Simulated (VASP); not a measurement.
CsSnI3 (cubic perovskite) relaxed at rising pressure, in one space group throughout; other phases were not tried. The pressures are those reached. Method: PBEsol GGA, VASP's PBE PAW potentials (set 64) (plane waves; VASP 6.6.1).

```csv
P (GPa),V (Å³/atom),k-mesh
-0.01,46.681,4×4×4
5.00,38.598,6×6×6
9.95,34.854,6×6×6
20.01,30.481,6×6×6
30.09,27.921,6×6×6
```

A change of mesh leaves a small step in the series.

### Question
Fit an equation of state and predict the volume at 44.99 GPa.

### Answer
Least squares on the third-order Birch-Murnaghan form, P = (3B0/2)(y⁷ − y⁵)[1 + (3/4)(B′ − 4)(y² − 1)] with y = (V0/V)^(1/3), gives V0 = 46.673 Å³/atom, B0 = 17 GPa and B′ = 4.8, and so 25.408 Å³/atom. The run gave 25.415 Å³/atom, +0.0 % from the fit.

Pressures at which the relaxation failed are left out.

The compound is CsSnI3 in the cubic perovskite structure, the ideal cubic form; the compound distorts at low or room temperature.
